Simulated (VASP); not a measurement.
Calculation: PBE GGA, VASP's PBE PAW potentials (set 64) (plane waves; VASP 6.6.1).

Input for VASP

POSCAR:
```
V
1
   -1.4944475716     1.4944475716     1.4944475716
    1.4944475716    -1.4944475716     1.4944475716
    1.4944475716     1.4944475716    -1.4944475716
V
1
Direct
  0.0000000000   0.0000000000   0.0000000000
```

### KPOINTS
```
Automatic mesh
0
Gamma
15 15 15
0 0 0
```

INCAR:
```
# general
SYSTEM  = V
PREC    = Accurate
ENCUT   = 400   # plane-wave cut-off (eV)
LREAL   = .FALSE.   # projection in real space or not
LASPH   = .TRUE.

# electronic loop
EDIFF   = 1E-6   # SCF stop (eV)
NELM    = 100
ALGO    = Normal   # blocked Davidson
LMAXMIX = 4   # l cut-off of mixed one-centre charges

# smearing
ISMEAR  = 1   # Methfessel-Paxton
SIGMA   = 0.1   # width (eV)

# functional
GGA     = PE   # PBE

# ions
IBRION  = 2   # conjugate gradients
NSW     = 60   # most ionic steps
ISIF    = 3
EDIFFG  = -0.01   # ionic stop

# output
LWAVE   = .FALSE.
LCHARG  = .FALSE.
```

POTCAR, in this order: V_sv (PBE.64 set). Program: vasp_std.

The run wrote:

**OUTCAR**
```
 ion  position               nearest neighbor table
   1  0.000  0.000  0.000-
  LATTYP: Found a body centered cubic cell.
 ALAT       =     2.9888951432
 Subroutine PRICEL returns:
 Original cell was already a primitive cell.
 Subroutine GETGRP returns: Found 48 space group operations
The static configuration has the point symmetry O_h .
The dynamic configuration has the point symmetry O_h .
 Subroutine INISYM returns: Found 48 space group operations
 Subroutine IBZKPT returns following result:
 Found    120 irreducible k-points:

 Following reciprocal coordinates:
            Coordinates               Weight
  0.000000  0.000000  0.000000      1.000000
  0.066667  0.000000  0.000000     12.000000
  0.133333  0.000000  0.000000     12.000000
  0.200000  0.000000  0.000000     12.000000
  0.266667  0.000000  0.000000     12.000000
  0.333333  0.000000  0.000000     12.000000
  0.400000  0.000000  0.000000     12.000000
  0.466667  0.000000  0.000000     12.000000
  0.066667  0.066667  0.000000     24.000000
  0.133333  0.066667  0.000000     48.000000
  0.200000  0.066667  0.000000     48.000000
  0.266667  0.066667  0.000000     48.000000
  0.333333  0.066667  0.000000     48.000000
  0.400000  0.066667 -0.000000     48.000000
  0.466667  0.066667  0.000000     24.000000
  0.133333  0.133333  0.000000     24.000000
  0.200000  0.133333  0.000000     48.000000
  0.266667  0.133333  0.000000     48.000000
  0.333333  0.133333 -0.000000     48.000000
  0.400000  0.133333  0.000000     48.000000
  0.200000  0.200000  0.000000     24.000000
  0.266667  0.200000 -0.000000     48.000000
  0.333333  0.200000 -0.000000     48.000000
  0.400000  0.200000  0.000000     24.000000
  0.266667  0.266667  0.000000     24.000000
  0.333333  0.266667 -0.000000     48.000000
  0.333333  0.333333  0.000000      8.000000
  0.066667  0.066667  0.066667      8.000000
  0.133333  0.066667  0.066667     24.000000
  0.200000  0.066667  0.066667     24.000000
  0.266667  0.066667  0.066667     24.000000
  0.333333  0.066667  0.066667     24.000000
  0.400000  0.066667  0.066667     24.000000
 -0.066667  0.066667  0.066667      6.000000
  0.133333  0.133333  0.066667     24.000000
  0.200000  0.133333  0.066667     48.000000
  0.266667  0.133333  0.066667     48.000000
  0.333333  0.133333  0.066667     48.000000
  0.400000  0.133333  0.066667     24.000000
 -0.133333  0.133333  0.066667     24.000000
   k-points           NKPTS =    120   k-points in BZ     NKDIM =    120   number of bands    NBANDS=     10
   number of dos      NEDOS =    301   number of ions     NIONS =      1
   total plane-waves  NPLWV =   5832
   dimension x,y,z NGX =    18 NGY =   18 NGZ =   18
   dimension x,y,z NGXF=    36 NGYF=   36 NGZF=   36
   ions per type =               1
   PREC   = accura    normal or accurate (medium, high low for compatibility)
   ISTART =      0    job   : 0-new  1-cont  2-samecut
   ICHARG =      2    charge: 1-file 2-atom 10-const
   ISPIN  =      1    spin polarized calculation?
   LNONCOLLINEAR =      F non collinear calculations
   LSORBIT =      F    spin-orbit coupling
   INIWAV =      1    electr: 0-lowe 1-rand  2-diag
   ENCUT  =  400.0 eV  29.40 Ry    5.42 a.u.   4.22  4.22  4.22*2*pi/ulx,y,z
   NELM   =    100;   NELMIN=  2; NELMDL= -5     # of ELM steps
   EDIFF  = 0.1E-05   stopping-criterion for ELM
   LREAL  =      F    real-space projection
   NLSPLINE    = F    spline interpolate recip. space projectors
   LMAXMIX     =    4 max onsite mixed and CHGCAR
   VOSKOWN=      0    Vosko Wilk Nusair interpolation
...
```

### OSZICAR
```
       N       E                     dE             d eps       ncg     rms          rms(c)
DAV:   1     0.696338371300E+02    0.69634E+02   -0.64293E+03  2408   0.118E+03
DAV:   2    -0.913005665724E+01   -0.78764E+02   -0.76921E+02  2460   0.327E+02
DAV:   3    -0.103575764678E+02   -0.12275E+01   -0.11997E+01  2512   0.472E+01
DAV:   4    -0.103647402466E+02   -0.71638E-02   -0.70577E-02  2434   0.384E+00
DAV:   5    -0.103648085478E+02   -0.68301E-04   -0.68301E-04  2504   0.374E-01    0.186E+01
DAV:   6    -0.902028470695E+01    0.13445E+01   -0.54134E+00  2410   0.348E+01    0.183E+00
DAV:   7    -0.900121288204E+01    0.19072E-01   -0.17384E-02  2414   0.176E+00    0.101E+00
DAV:   8    -0.899260772173E+01    0.86052E-02   -0.62640E-03  2426   0.132E+00    0.455E-02
DAV:   9    -0.899263509916E+01   -0.27377E-04   -0.50078E-05  2404   0.113E-01    0.266E-02
DAV:  10    -0.899263955107E+01   -0.44519E-05   -0.62125E-06  2434   0.300E-02    0.280E-03
DAV:  11    -0.899264014853E+01   -0.59746E-06   -0.42683E-07  1202   0.102E-02
   1 F= -.89926401E+01 E0= -.89930589E+01  d E =-.899264E+01
       N       E                     dE             d eps       ncg     rms          rms(c)
DAV:   1    -0.899385268080E+01   -0.12131E-02   -0.25703E-02  2400   0.282E+00    0.384E-01
DAV:   2    -0.899265479771E+01    0.11979E-02   -0.53885E-03  2404   0.107E+00    0.758E-02
DAV:   3    -0.899264200675E+01    0.12791E-04   -0.14407E-05  2398   0.489E-02    0.452E-02
DAV:   4    -0.899263471449E+01    0.72923E-05   -0.11029E-05  2404   0.425E-02    0.268E-03
DAV:   5    -0.899263443004E+01    0.28445E-06   -0.16600E-07  1200   0.603E-03
   2 F= -.89926344E+01 E0= -.89930541E+01  d E =0.571850E-05
       N       E                     dE             d eps       ncg     rms          rms(c)
DAV:   1    -0.899306622402E+01   -0.43151E-03   -0.88027E-03  2400   0.165E+00    0.224E-01
DAV:   2    -0.899265419561E+01    0.41203E-03   -0.18512E-03  2404   0.624E-01    0.439E-02
DAV:   3    -0.899264939407E+01    0.48015E-05   -0.49271E-06  2378   0.286E-02    0.261E-02
DAV:   4    -0.899264809708E+01    0.12970E-05   -0.37924E-06  2312   0.250E-02    0.160E-03
DAV:   5    -0.899264829746E+01   -0.20038E-06   -0.59175E-08  1200   0.362E-03
   3 F= -.89926483E+01 E0= -.89930675E+01  d E =-.814892E-05
```

File OUTCAR:
```
------------------------ aborting loop because EDIFF is reached ----------------------------------------
  FORCE on cell =-STRESS in cart. coord.  units (eV):
  Direction    XX          YY          ZZ          XY          YZ          ZX
  --------------------------------------------------------------------------------------
  Total       -0.0009018     -0.0009018     -0.0009018      0.0000000      0.0000000     -0.0000000
  in kB       -0.1083288     -0.1083288     -0.1083288      0.0000000      0.0000000     -0.0000000
  external PRESSURE =      -0.1083288 kB  Pullay stress =       0.0000000 kB
  volume of cell :       13.34
      direct lattice vectors                 reciprocal lattice vectors
    -1.493967469  1.493967469  1.493967469     0.000000000  0.334679309  0.334679309
     1.493967469 -1.493967469  1.493967469     0.334679309  0.000000000  0.334679309
     1.493967469  1.493967469 -1.493967469     0.334679309  0.334679309  0.000000000
 POSITION                                       TOTAL-FORCE (eV/Angst)
 -----------------------------------------------------------------------------------
      0.00000      0.00000      0.00000         0.000000      0.000000     -0.000000
 -----------------------------------------------------------------------------------
    total drift:                                0.000000     -0.000000      0.000000
  FREE ENERGIE OF THE ION-ELECTRON SYSTEM (eV)
  ---------------------------------------------------
  free  energy   TOTEN  =        -8.9926482975 eV

  energy  without entropy=       -8.9939059634  energy(sigma->0) =       -8.99306752

 reached required accuracy - stopping structural energy minimisation
```
(Selected blocks of OUTCAR.)

### CONTCAR
```
V
   1.00000000000000
    -1.4939674693011677    1.4939674693011677    1.4939674693011677
     1.4939674693011677   -1.4939674693011677    1.4939674693011677
     1.4939674693011677    1.4939674693011677   -1.4939674693011677
  V
     1
Direct
     0.0000000000000000    0.0000000000000000    0.0000000000000000
```

The compound is V in the bcc structure. This run relaxes it. Symmetry was kept, so distortions that lower it aren't found. The start is the result of an earlier pass. The run is not spin-polarised, so no magnetic state was tried.
